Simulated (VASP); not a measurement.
# LiBi3 (P4/mmm) in VASP: further runs, part 2 of 2

VASP 6.6.1. Earlier steps stand in the parts before.

## (3) Single point, PBE

This run uses another cell than the first one, of 32.19 Å³/atom, 1.220 times its volume.

Contents of INCAR:

```
SYSTEM = LiBi3
PREC = Accurate
ENCUT = 520
EDIFF = 1E-6
ISMEAR = 0
SIGMA = 0.1
LREAL = .FALSE.
LASPH = .TRUE.
NELM = 100
ALGO = Fast
ISIF = 2
LWAVE = .FALSE.
LCHARG = .FALSE.
GGA = PE
NBANDS = 32
```

Contents of KPOINTS:

```
Automatic mesh
0
G
  8 8 14
  0 0 0
```

Contents of POSCAR:

```
LiBi3
1.0
    6.3064810714      0.0000000000      0.0000000000
    0.0000000000      6.3064810714      0.0000000000
    0.0000000000      0.0000000000      3.2379100535
Li Bi
1 3
Direct
    0.5000000000      0.5000000000      0.5000000000
    0.0000000000      0.0000000000      0.0000000000
    0.0000000000      0.5000000000      0.0000000000
    0.5000000000      0.0000000000      0.0000000000
```

Potentials or basis: VASP PAW PBE potentials, release 64 (Li_sv, Bi_d).

The run is started by

```
$ cat potpaw_PBE.64/Li_sv/POTCAR potpaw_PBE.64/Bi_d/POTCAR > POTCAR
$ mpirun -np 1 vasp_std > vasp.out
```

OUTCAR:

```text
SYSTEM = LiBi3
   PREC = Accurate
   ENCUT = 520
   EDIFF = 1E-6
   ISMEAR = 0
   LREAL = .FALSE.
   LASPH = .TRUE.
   NELM = 100
   ISIF = 2
   GGA = PE

 ion  position               nearest neighbor table
   1  0.500  0.500  0.500-
   2  0.000  0.000  0.000-   3 3.15   4 3.15   3 3.15   4 3.15
   3  0.000  0.500  0.000-   2 3.15   2 3.15
   4  0.500  0.000  0.000-   2 3.15   2 3.15

  LATTYP: Found a simple tetragonal cell.
 ALAT       =     6.3064810714
 C/A-ratio  =     0.5134257943

  Lattice vectors:

 A1 = (   6.3064810714,   0.0000000000,   0.0000000000)
 A2 = (   0.0000000000,   6.3064810714,   0.0000000000)
 A3 = (   0.0000000000,   0.0000000000,   3.2379100535)

Analysis of symmetry for initial positions (statically):
=====================================================================
 Subroutine PRICEL returns:
 Original cell was already a primitive cell.

 Routine SETGRP: Setting up the symmetry group for a
 simple tetragonal supercell.

 Subroutine GETGRP returns: Found 16 space group operations
 (whereof 16 operations were pure point group operations)
 out of a pool of 16 trial point group operations.

The static configuration has the point symmetry D_4h.

Analysis of symmetry for dynamics (positions and initial velocities):
=====================================================================
 Subroutine PRICEL returns:
 Original cell was already a primitive cell.

 Routine SETGRP: Setting up the symmetry group for a
 simple tetragonal supercell.

 Subroutine GETGRP returns: Found 16 space group operations
 (whereof 16 operations were pure point group operations)
 out of a pool of 16 trial point group operations.

The dynamic configuration has the point symmetry D_4h.

 Subroutine INISYM returns: Found 16 space group operations
 (whereof 16 operations are pure point group operations),
 and found     1 'primitive' translations
[... 112 lines left out ...]
   EMIN   =  10.00;   EMAX   =-10.00  energy-range for DOS
   EFERMI =   0.00;   METHOD = LEGACY
   ISMEAR =     0;   SIGMA  =   0.10  broadening in eV -4-tet -1-fermi 0-gaus
   EFERMI_NEDOS =   21; number of points for ismear=-14 and -15
   IALGO  =     68    algorithm
   IMIX   =      4    mixing-type and parameters
     AMIX     =   0.40;   BMIX     =  1.00
     AMIX_MAG =   1.60;   BMIX_MAG =  1.00
  volume/ion in A,a.u.               =      32.19       217.26
  Fermi-wavevector in a.u.,A,eV,Ry     =   1.178173  2.226423 18.886120  1.388091
  Thomas-Fermi vector in A             =   2.314506
   LORBIT       =      0    0 simple, 1 ext, 2 COOP (PROOUT), +10 PAW based schemes
   GGA     = PE    functional components
   LHFCALC =     F    Hartree Fock is set to
   AEXX    =    0.0000 exact exchange contribution
   IVDW    =     0    specifies the selected vdW correction
   LEPSILON=     F    determine dielectric tensor
   LRPA    =     F    only Hartree local field effects (RPA)
 non-spin polarized calculation
 RMM-DIIS sequential band-by-band and
 Gauss-broadening in eV      SIGMA  =   0.10
  energy-cutoff  :      520.00
  volume of cell :      128.78
 maximum number of plane-waves:      3504
 NGX is ok and might be reduce to    48
   NGX = 23   NGY = 23   NGZ = 13

 number of electron      48.0000007 magnetization

 Free energy of the ion-electron system (eV)
  ---------------------------------------------------
  ext. energy  EPLUGINS =         0.00000000
  ---------------------------------------------------
  free energy    TOTEN  =       -13.69374566 eV

  energy without entropy =      -13.68533901  energy(sigma->0) =      -13.68954233

 E-fermi :   5.1560     XC(G=0):  -9.0352

 val. band max:        5.1537882448   @ k =   0.3750   0.1250   0.5000
 cond. band min:       5.1619056616   @ k =   0.5000   0.2500   0.1429
 fundamental gap:      0.0081174168
 Fermi energy:         5.1560076721

 k-point     1 :       0.0000    0.0000    0.0000
  band No.  band energies     occupation
      1     -42.1324      2.00000
      2     -17.7450      2.00000
      3     -17.7308      2.00000
      4     -17.5551      2.00000
      5     -17.4983      2.00000
      6     -17.4857      2.00000
[... 829 lines left out ...]
     31      11.5694      0.00000
     32      11.9586      0.00000

 [... further k-points ...]
[... 5 lines left out ...]
  --------------------------------------------------------------------------------------
  -------------------------------------------------------------------------------------
  Total       -0.0468509     -0.0468509     -0.0430202      0.0000000     -0.0000000      0.0000000
  in kB       -0.5828936     -0.5828936     -0.5352348      0.0000000     -0.0000000      0.0000000
  external PRESSURE =      -0.5670073 kB  Pullay stress =       0.0000000 kB

 VOLUME and BASIS-vectors are now :
 -----------------------------------------------------------------------------
  energy-cutoff  :      520.00
  volume of cell :      128.78
      direct lattice vectors                 reciprocal lattice vectors
     6.306481071  0.000000000  0.000000000     0.158567034  0.000000000  0.000000000
     0.000000000  6.306481071  0.000000000     0.000000000  0.158567034  0.000000000
     0.000000000  0.000000000  3.237910053     0.000000000  0.000000000  0.308841192

 POSITION                                       TOTAL-FORCE (eV/Angst)
 -----------------------------------------------------------------------------------
      3.15324      3.15324      1.61896         0.000000      0.000000      0.000000
      0.00000      0.00000      0.00000         0.000000      0.000000      0.000000
      0.00000      3.15324      0.00000         0.000000      0.000000      0.000000
      3.15324      0.00000      0.00000         0.000000      0.000000      0.000000
 -----------------------------------------------------------------------------------
    total drift:                                0.000000      0.000000      0.000000

  FREE ENERGIE OF THE ION-ELECTRON SYSTEM (eV)
  ---------------------------------------------------
  free  energy   TOTEN  =       -13.6937456557 eV

  energy  without entropy=      -13.6853390114  energy(sigma->0) =      -13.68954233
```

Run time: 7.9 min. Hardware: 1 thread of AMD EPYC 9R45 (Zen 5), shared host; peak memory 0.46 GiB.

Results:

```
Free energy            : -13.6937 eV
Band gap on the k mesh : none (metal or under the smearing width)
```

Levels at points of the mesh, in eV from the Fermi level:
```tsv
k point	band 22	band 23	band 24	band 25	band 26	band 27
(0.00, 0.00, 0.00)	-1.46	-1.46	0.76	3.38	3.55	4.61
(0.50, 0.00, 0.00)	-2.17	-0.70	-0.40	3.59	3.95	4.00
(0.50, 0.50, 0.00)	-0.73	-0.65	-0.57	-0.15	3.15	3.15
(0.00, 0.00, 0.50)	-2.62	-2.62	-1.81	0.83	0.83	2.23
(0.50, 0.00, 0.50)	-2.44	-2.17	-0.53	0.27	1.38	1.44
(0.50, 0.50, 0.50)	-3.36	-1.46	1.22	1.26	1.26	1.59
```

Caveat: the cutoff is under 1.25 times the usual one of these potentials, so pressure, stress and relaxed cells hold a basis-set (Pulay) error; spin-orbit coupling is left out, which moves the levels of the heavy elements.
